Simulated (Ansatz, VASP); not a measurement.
# Cross-check of H23C11 (amorphous polyisobutylene at 580 K) between VASP and Ansatz

Aim: how closely do two programs agree when they are given the same cell, functional and k mesh? The cell is taken from a series of runs on this material, whose earlier steps may have relaxed, scaled, displaced or heated it; both programs get it as it stands.

Calculated with Ansatz 0.2.0; plane waves, with VASP 6.6.1 beside it; single point at LDA.

## Step 1: The starting structure

The cell holds 136 atoms: 44 C and 92 H. Its edges and angles: a = 9.922 Å, b = 10.586 Å, c = 10.225 Å, α = 94.5°, β = 85.7°, γ = 90.9°. As first built, before any earlier steps moved the atoms (in the runner's words): 2 polyisobutylene chains of 5 units placed at random, at 0.728 g/cm^3; overlaps pushed apart, then 20 ps at 800 K with MMFF94 bonds, angles, torsions, charges and radii (Halgren, J. Comput. Chem. 17, 490 (1996)) in harmonic and 12-6 forms; charges of ions scaled by 0.8. Snapshot after 30 ps at 580 K and fixed volume.

## Step 2: VASP: single point, LDA

With cell and atoms fixed, the geometry can't cause a difference; cores, projectors, grids and the points listed under the comparison can.

Lines of VASP's logs that name or quote its potential files are left out, and so is its time.

INCAR reads:

```
SYSTEM = H23C11
PREC = Accurate
ENCUT = 600
EDIFF = 1E-06
NELM = 120
ISMEAR = 0
SIGMA = 0.01
LREAL = Auto
ALGO = Normal
GGA = CA
NBANDS = 229
LORBIT = 11
LWAVE = .FALSE.
LCHARG = .FALSE.
ISIF = 2
LASPH = .TRUE.
GGA_COMPAT = .FALSE.
EFERMI = MIDGAP
```

POSCAR reads:

```
H23C11
1.0
    9.9148700000     -0.0733100000      0.3783700000
   -0.0733100000     10.5776500000     -0.4082100000
    0.3783700000     -0.4082100000     10.2099600000
C H
44 92
Direct
    0.7847300000      0.5494800000      0.5029700000
    0.8644900000      0.4968900000      0.6056300000
    0.8007700000      0.3860700000      0.6763600000
    0.9007000000      0.3532300000      0.7730900000
    0.7858900000      0.2750800000      0.5753600000
    0.6624500000      0.4293800000      0.7398300000
    0.5811600000      0.3612100000      0.8485900000
    0.5772800000      0.2186200000      0.8196100000
    0.6441300000      0.3922200000      0.9785300000
    0.4396600000      0.4201800000      0.8539200000
    0.3086700000      0.3685000000      0.9224600000
    0.2059600000      0.4717400000      0.9122600000
    0.2608900000      0.2498600000      0.8438000000
    0.3305400000      0.3464800000      0.0657400000
    0.2146900000      0.3262500000      0.1713300000
    0.1443100000      0.4495300000      0.2191700000
    0.1085900000      0.2330000000      0.1214700000
    0.2726800000      0.2647200000      0.2864500000
    0.3576800000      0.3353500000      0.3889800000
    0.4182600000      0.2338900000      0.4630200000
    0.2714400000      0.4182800000      0.4894600000
    0.4727500000      0.4145500000      0.3318100000
    0.7358800000      0.9985100000      0.3991200000
    0.8132400000      0.9472400000      0.2744500000
    0.7513900000      0.9773600000      0.1485800000
    0.7243900000      0.1186900000      0.1520000000
    0.6164000000      0.9091100000      0.1371500000
    0.8477800000      0.9494800000      0.0259100000
    0.9130100000      0.8213900000      0.9832900000
    0.0215700000      0.7909400000      0.0732000000
[... 100 atom lines left out ...]
    0.4204400000      0.6726200000      0.4374600000
    0.4275800000      0.8353400000      0.4013300000
    0.5653800000      0.7675500000      0.4715600000
    0.4068000000      0.7385400000      0.8051200000
    0.5605100000      0.7260900000      0.7021800000
    0.4241300000      0.6178800000      0.6738100000
```

KPOINTS reads:

```
Automatic mesh
0
Gamma
1 1 1
0 0 0
```

The projector-augmented-wave data sets are C and H (LDA family, release 64).

Run with:

```console
$ export OMP_NUM_THREADS=3
$ mpirun -np 1 vasp_gam
```

Numbers of over 12 decimals in the logs are rounded to 6 here.

Output:

```text
[banner, memory and clock lines left out]
running    1 mpi-ranks, on    1 nodes
[...]
Offloading initialized ...    1 GPUs detected
[...]
LDA part: xc-table for (Slater(with rela. corr.)+CA(PZ))
 , standard interpolation
 POSCAR, INCAR and KPOINTS ok, starting setup
[...]
entering main loop
       N       E                     dE             d eps       ncg     rms          rms(c)
DAV:   1     0.154267472326E+04    0.15427E+04   -0.14627E+05   466   0.121E+03
DAV:   2    -0.665985788004E+03   -0.22087E+04   -0.20766E+04   575   0.260E+02
DAV:   3    -0.863152131580E+03   -0.19717E+03   -0.19534E+03   604   0.757E+01
DAV:   4    -0.868151126081E+03   -0.49990E+01   -0.49850E+01   588   0.138E+01
[...]
DAV:  17    -0.783602327258E+03   -0.13046E-05   -0.25337E-05   612   0.156E-02    0.652E-03
DAV:  18    -0.783602328924E+03   -0.16655E-05   -0.15790E-05   564   0.882E-03    0.389E-03
DAV:  19    -0.783602328656E+03    0.26767E-06   -0.16119E-06   468   0.327E-03
   1 F= -.78360233E+03 E0= -.78360233E+03  d E =0.000000E+00
```

From OUTCAR (step 2):

```text
  FREE ENERGIE OF THE ION-ELECTRON SYSTEM (eV)
  ---------------------------------------------------
  free  energy   TOTEN  =      -783.6023286561 eV

  energy  without entropy=     -783.6023286561  energy(sigma->0) =     -783.60232866
```

The run ends at a pressure of 0.13 GPa, with forces up to 0.071 eV/Å.

## Step 3: Ansatz: single point, LDA

Ansatz runs on its default PAW (the set named soft_2) files.

The same cell, functional (in two slightly different forms) and mesh now go to Ansatz, which takes its cutoff from its data sets.

input.yaml reads:

```yaml
crystal:
  lattice:
    - [9.91487, -0.07331, 0.37837]
    - [-0.07331, 10.57765, -0.40821]
    - [0.37837, -0.40821, 10.20996]
  atoms:
    - { symbol: C, position: [0.78473, 0.54948, 0.50297] }
    - { symbol: C, position: [0.86449, 0.49689, 0.60563] }
    - { symbol: C, position: [0.80077, 0.38607, 0.67636] }
    - { symbol: C, position: [0.9007, 0.35323, 0.77309] }
    - { symbol: C, position: [0.78589, 0.27508, 0.57536] }
    - { symbol: C, position: [0.66245, 0.42938, 0.73983] }
    - { symbol: C, position: [0.58116, 0.36121, 0.84859] }
    - { symbol: C, position: [0.57728, 0.21862, 0.81961] }
    - { symbol: C, position: [0.64413, 0.39222, 0.97853] }
    - { symbol: C, position: [0.43966, 0.42018, 0.85392] }
    - { symbol: C, position: [0.30867, 0.3685, 0.92246] }
    - { symbol: C, position: [0.20596, 0.47174, 0.91226] }
    - { symbol: C, position: [0.26089, 0.24986, 0.8438] }
    - { symbol: C, position: [0.33054, 0.34648, 0.06574] }
    - { symbol: C, position: [0.21469, 0.32625, 0.17133] }
    - { symbol: C, position: [0.14431, 0.44953, 0.21917] }
    - { symbol: C, position: [0.10859, 0.233, 0.12147] }
    - { symbol: C, position: [0.27268, 0.26472, 0.28645] }
    - { symbol: C, position: [0.35768, 0.33535, 0.38898] }
    - { symbol: C, position: [0.41826, 0.23389, 0.46302] }
    - { symbol: C, position: [0.27144, 0.41828, 0.48946] }
    - { symbol: C, position: [0.47275, 0.41455, 0.33181] }
    - { symbol: H, position: [0.76393, 0.47688, 0.42351] }
    - { symbol: H, position: [0.84095, 0.62722, 0.4571] }
    - { symbol: H, position: [0.68682, 0.58835, 0.54482] }
    - { symbol: H, position: [0.88563, 0.57293, 0.68248] }
    - { symbol: H, position: [0.96487, 0.46593, 0.56035] }
    - { symbol: H, position: [0.00042, 0.33345, 0.72039] }
    - { symbol: H, position: [0.87055, 0.26882, 0.82508] }
    - { symbol: H, position: [0.91476, 0.43311, 0.8471] }
[... 100 atom lines left out ...]
    - { symbol: H, position: [0.42044, 0.67262, 0.43746] }
    - { symbol: H, position: [0.42758, 0.83534, 0.40133] }
    - { symbol: H, position: [0.56538, 0.76755, 0.47156] }
    - { symbol: H, position: [0.4068, 0.73854, 0.80512] }
    - { symbol: H, position: [0.56051, 0.72609, 0.70218] }
    - { symbol: H, position: [0.42413, 0.61788, 0.67381] }
kpoints:
  mp_grid: { grid: [1, 1, 1] }
hamiltonian:
  xc: lda
scf:
  occupations: { method: fixed }
output:
  forces: true
  stress: true
  populations: true
  dos:
    method: { smearing: { sigma: 0.08 } }
    de: 0.1
    projected: { site_lists: { C: [C], H: [H] } }
  eigenvalues: true
  write_density: true
  write_potential: true
  volumetric_format: npy
```

Run with:

```console
$ ansatz run input.yaml --threads 4 --pin off --max-ram 8192MiB --backend cpu --events-out ev --progress --plain --runs-dir out
```

Output:

```text
Engine: ansatz 0.2.0, x86_64-unknown-linux-gnu
Pseudopotentials: kind: paw
Pseudopotential: C, paw, valence charge 4, recommended cutoff 420 eV (normal), C.paw.azcp
Pseudopotential: H, paw, valence charge 1, recommended cutoff 420 eV (normal), H.paw.azcp
Functional definition: SPW92
  exchange = slater_x
  correlation = pw_c
Crystal: 136 atoms, lattice volume = 1067.581 Å³
Basis set: ecut = 420 eV, 20869 PW (Γ)
Bands: 270, of which v1, the nominal top of the filled ones, is band 134 counted from 1 (133 counted from 0)
Symmetry: 1 space group operations
Space group: P1 (ITA 1), of the structure as read, at distance tolerance 1.0e-4 Å
k-points: 1
Non-local potential: C, projectors of the file, l = 0: 2, l = 1: 2, l = 2: 1
Non-local potential: H, projectors of the file, l = 0: 2, l = 1: 1
PAW form: soft (Blöchl's): semilocal exchange-correlation on the pseudo side does not see the compensation charge
PAW frozen core: C, regenerated for the run's functional, and the local potential with it (the file was generated under x = pbe(κ = 0.804, μ = 0.219515), c = pbe(β = 0.066725))
PAW one-centre angular grid: C, 110 points (default); XC on 64 Gauss nodes
PAW one-centre angular grid: H, 110 points (default); XC on 64 Gauss nodes
Initial density: superposition of atomic densities (neutral atoms: chi_scale 0, normalization atom), corrected by the library's trained network
Initial wavefunctions: pseudopotential atomic-orbital guess
Functional: x = slater, c = lda
SCF iter   1: F=—  HF=-12145.846137 eV  |F-HF|=—  |Δ(HF+E_count)|=         —  Δρ=9.40e-3  dr2=6.33e-1  ethr=1.77e-3  ⟨swp⟩=4.0  Hψ=913  notcnv=0  defer=133
preconditioner: auto → Resta (q_TF=auto, 2.167 Å⁻¹)  ε∞=2.4  [insulator: Δε(μ)=4.993 eV  Ē_g=15.598 eV  n_scr=182 (ndim 8)  ℏωp=18.6 eV  f_vac=0.158  ε∞_Penn≈2.4]
SCF iter   2: F=—  HF=-12145.683400 eV  |F-HF|=—  |Δ(HF+E_count)|=   1.63e-1  Δρ=4.28e-3  dr2=1.23e-1  ethr=2.36e-4  ⟨swp⟩=3.0  Hψ=421  notcnv=0  defer=134
SCF iter   3: F=—  HF=-12145.650033 eV  |F-HF|=—  |Δ(HF+E_count)|=   3.34e-2  Δρ=8.63e-4  dr2=7.45e-3  ethr=4.58e-5  ⟨swp⟩=3.0  Hψ=274  notcnv=0  defer=134
SCF iter   4: F=—  HF=-12145.649360 eV  |F-HF|=—  |Δ(HF+E_count)|=   6.73e-4  Δρ=1.90e-4  dr2=4.45e-4  ethr=2.78e-6  ⟨swp⟩=2.0  Hψ=274  notcnv=0  defer=134
SCF iter   5: F=—  HF=-12145.649714 eV  |F-HF|=—  |Δ(HF+E_count)|=   3.54e-4  Δρ=6.07e-5  dr2=6.27e-5  ethr=1.66e-7  ⟨swp⟩=3.0  Hψ=274  notcnv=0  defer=134
SCF iter   6: F=—  HF=-12145.650681 eV  |F-HF|=—  |Δ(HF+E_count)|=   9.68e-4  Δρ=1.75e-5  dr2=7.24e-6  ethr=2.34e-8  ⟨swp⟩=2.0  Hψ=364  notcnv=0  defer=134
SCF iter   7: F=—  HF=-12145.650689 eV  |F-HF|=—  |Δ(HF+E_count)|=   7.91e-6  Δρ=6.36e-6  dr2=6.10e-7  ethr=2.70e-9  ⟨swp⟩=2.0  Hψ=262  notcnv=0  defer=134
SCF iter   8: F=-12145.650690 eV  HF=-12145.650690 eV  |F-HF|=1.60e-8  |Δ(HF+E_count)|=   8.29e-7  Δρ=2.73e-6  dr2=9.74e-8  ethr=3.73e-11  ⟨swp⟩=20.0  Hψ=2492  notcnv=0
SCF 1 converged in 8 iterations: F = -12145.650690 eV  dr2 = 9.74e-8
  greatest PAW one-centre occupation: 0.655 electrons in one spin orbital (limit 2), on the C atom at site 80 (counted from 0), in its partial waves of l = 0
SCF converged after 8 iterations
Free energy (F): -12145.650690 eV
Harris-Foulkes:  -12145.650690 eV  (|F-HF|=1.60e-8)
Internal energy: -12145.650690 eV  (E = F + TS)
E sigma→0 (E₀):  -12145.650690 eV
Fermi energy:    -1.203605 eV
--- Per-component energies (eV) ---
  E_band       = -1704.169550
  E_kinetic    = 5291.319025
  E_local      = -15819.835850  (includes V_loc(G=0)·N_el)
  E_nonlocal   = 1387.278867
  E_hartree    = 5755.790640
  E_xc         = -2914.321150
  E_vxc        = -3675.372771  (∫ρ·V_xc dr)
  E_paw        = -4090.953538  (= ΣΔE_a)
  E_vpaw       = -399.026311  (= ΣTr[D̂ρ^β])
  E_aug_tail   = -0.121229  (compensation charges beyond the density's cutoff)
  E_ewald      = -1757.572085
  E_core_change = 2.764630  (= ΣΔE_core)
  E_smearing   = -0.000000  (= −TS)
  E_closure    = -0.000000  (closes the sum)
  Σ components = -12145.650690   (vs F -12145.650690, Δ=0.00e0)
--- Forces (eV/Å), atoms counted from 1 ---
  atom   1  C     -0.01610109    -0.00209741    -0.00088551
  atom   2  C      0.00540105     0.01735641     0.00882004
  atom   3  C     -0.00103216    -0.01592685     0.00103623
  atom   4  C      0.00742891    -0.00154075     0.00493219
  atom   5  C      0.01964605     0.00574413    -0.00211116
  atom   6  C     -0.00603913     0.01027080    -0.00308590
  atom   7  C     -0.00342637    -0.00215812     0.01038069
  atom   8  C     -0.00686411    -0.00517170     0.00521972
  atom   9  C     -0.00186239    -0.00726339     0.00413393
  atom  10  C      0.01277963    -0.00025639    -0.00725831
  atom  11  C     -0.00598345    -0.00292494    -0.00712385
  atom  12  C     -0.00293221    -0.00230399    -0.00128914
  atom  13  C      0.00344887     0.00328635    -0.00160366
[...]
atom  86  C     -0.00412200     0.00397382    -0.01038513
  atom  87  C     -0.00348386     0.00172899     0.00168310
  atom  88  C     -0.01341666    -0.00114952    -0.00238161
  atom  89  C     -0.00681920    -0.00491802     0.00402299
  atom  90  C      0.00236560    -0.00388593     0.01315075
  atom  91  H     -0.00032007     0.00493393     0.00175879
  atom  92  H     -0.00340603    -0.00118674     0.00002566
  atom  93  H     -0.00483211     0.01024436     0.00654908
  atom  94  H     -0.00071478    -0.00826296    -0.00493099
  atom  95  H      0.00331626    -0.00061200     0.00044313
  atom  96  H      0.00041424     0.00052105    -0.00112240
[...]
atom 129  H      0.00305764    -0.00691015     0.00917346
  atom 130  H     -0.00508531    -0.00592792     0.00050199
  atom 131  H      0.00458473     0.02388754     0.01077390
  atom 132  H      0.00505088    -0.01177575     0.00944737
  atom 133  H     -0.00587976    -0.00318080     0.00151332
  atom 134  H      0.00639289    -0.00195822    -0.02471562
  atom 135  H     -0.00249807    -0.00128993    -0.00015822
  atom 136  H      0.00846795     0.02043181     0.00482754
  max |Σ_I F_I| component: 6.13e-5 eV/Å
--- Stress (GPa, compression-positive) ---
       -0.017718      -0.005277       0.027053
       -0.005277       0.005742      -0.006798
        0.027053      -0.006798      -0.021141
  P = ⅓ Tr σ = -0.0110 GPa (-0.110 kbar)
--- Band table (eV) ---
  k-point 0: bands = [... 130 lower, -1.5075, -1.4548, -1.2403, -1.2036, 3.8635, 4.6646, 4.8560, 5.0105, ... 132 higher]
--- Löwdin populations: 136 sites ---
  site symbol       q [e]
     0      C      4.4842
     1      C      4.2662
     2      C      3.9123
     3      C      4.4689
     4      C      4.4806
     5      C      4.2860
     6      C      3.9163
     7      C      4.4697
     8      C      4.4768
     9      C      4.2807
    10      C      3.9149
    11      C      4.4728
    12      C      4.4801
    13      C      4.2921
    14      C      3.9143
    15      C      4.4807
    16      C      4.4788
    17      C      4.2958
    18      C      3.9042
    19      C      4.4603
    20      C      4.4673
    21      C      4.4732
    22      H      0.8154
    23      H      0.8102
[...]
128      H      0.8306
   129      H      0.8287
   130      H      0.8260
   131      H      0.8338
   132      H      0.8242
   133      H      0.8202
   134      H      0.8328
   135      H      0.8377
  spilling = 0.008007 (of n_electrons = 268.000000)
```

Reading the cycles: dr2 is the Hartree energy of the density residual (eV), the measure of convergence; HF is the Harris–Foulkes estimate of the energy, which meets the free energy F at convergence.

## Step 4: Comparison

Known differences besides the potentials themselves: the two LDA forms differ slightly; fixed occupations in Ansatz, narrow Gaussian smearing in VASP; the cutoff is 420 eV in Ansatz and 600 eV in VASP (PREC = Accurate, projectors in real space); VASP's log shows a relativistic correction to its local exchange, Ansatz's none. Total energies have different zeros and are not compared.

Compared:

| quantity | Ansatz | VASP | difference |
| --- | --- | --- | --- |
| pressure (GPa) | -0.01 | 0.13 | -0.14 |
| gap on the k mesh (eV) | 5.067 | 5.067 | 0.000 |

Forces on 10 of the 136 atoms, those with the largest forces and the largest differences (eV/Å; atoms numbered as in POSCAR):

| atom | Ansatz x, y, z | VASP x, y, z |
| --- | --- | --- |
| H46 | 0.007, 0.014, -0.006 | 0.027, 0.048, -0.026 |
| H54 | -0.009, -0.024, 0.010 | -0.024, -0.061, 0.028 |
| H55 | -0.005, 0.004, -0.013 | -0.033, 0.013, -0.046 |
| H57 | -0.001, 0.000, -0.001 | 0.003, 0.044, 0.013 |
| H64 | -0.004, -0.003, -0.006 | -0.017, 0.002, -0.051 |
| H109 | 0.007, -0.008, -0.005 | 0.026, -0.045, -0.023 |
| H118 | 0.004, 0.003, 0.007 | -0.025, 0.015, -0.028 |
| H119 | -0.001, -0.015, -0.001 | -0.007, -0.061, 0.001 |
| H120 | -0.002, -0.016, 0.003 | -0.011, -0.059, 0.009 |
| H121 | -0.011, 0.011, -0.016 | -0.043, 0.026, -0.045 |

The forces differ by 22 meV/Å r.m.s., where the r.m.s. force is 0.006 eV/Å in Ansatz and 0.022 eV/Å in VASP: the atoms lie near their places of rest in Ansatz, so a percentage would say little (all taken over all components). A gap on the mesh is an upper bound, since the band edges may lie between its points.

## Step 5: Results

```yaml
r_m_s_force_difference_single_point_lda: 22 meV/Å
```

The r.m.s. force difference is 22 meV/Å (single point, LDA), beyond the 12 meV/Å picked in this series as the mark of a large difference. What causes the difference of the single point, LDA pair stays open here. Such differences can come from data sets, numerical settings and the points named under the comparisons, not from the functional's error against experiment.

[Lines on the potential files, build, host, timing and source positions are cut from VASP's logs without a mark.]

[Logs are printed without paths, hosts, clocks, repeated set-up lines and the standing remarks that a program may print on its own settings, such as how far it seeks lower states.]

[Hosts, paths, dates, database ids (printed as entryN), source tags and the programs' standing remarks are cut or masked in the printed files.]

[The MMFF94 radii named for the starting cell were scaled by 0.96; in molecules described by MMFF94, hydrogen bound to N, O or S took a small fixed 12-6 site in their place.]
